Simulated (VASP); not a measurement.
Input:

```
CELL_PARAMETERS angstrom
      0.00000     2.39932     2.39932
      2.39932     0.00000     2.39932
      2.39932     2.39932     0.00000
ATOMIC_POSITIONS crystal
  Zr 0.00000 0.00000 0.00000
  C  0.50000 0.50000 0.50000
```

The numbers are results of r2SCAN+rVV10, VASP's PBE PAW potentials (set 64) (plane waves; VASP 6.6.1), not measurements. Run with 520 eV cut-off, 13×13×13 Γ-centred mesh, first-order Methfessel-Paxton smearing of 0.10 eV, potentials Zr_sv C.

### Question
Give the stress tensor in GPa (positive for a compressed cell).

### Answer

```
-12.13    0.00    0.00
  0.00  -12.13    0.00
  0.00    0.00  -12.13
```
The pressure is its mean diagonal, -12.13 GPa.

The compound is ZrC in the rock salt structure. This cell is one point of a volume scan, at 1.06 of the reference volume.
